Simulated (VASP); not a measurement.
```xyz
2
Lattice="0.0000 3.2244 3.2244 3.2244 0.0000 3.2244 3.2244 3.2244 0.0000" Properties=species:S:1:pos:R:3 pbc="T T T"
Hg     0.0000     0.0000     0.0000
Te     1.6122     1.6122     1.6122
```

All values below come from PBE0 hybrid, VASP's PBE PAW potentials (set 64) (plane waves; VASP). Settings: 520 eV cut-off, 6×6×6 Γ-centred mesh, Gaussian smearing of 0.050 eV, potentials Hg Te.

**Question.** Give the stress tensor in GPa (positive for a compressed cell).

**Answer.** 
```
2.28  0.00  0.00
0.00  2.28  0.00
0.00  0.00  2.28
```
The pressure is its mean diagonal, 2.28 GPa.

The compound is HgTe in the zinc blende structure. This cell is one point of a volume scan, at 0.91 of the reference volume. The cell's shape comes from a PBE relaxation.
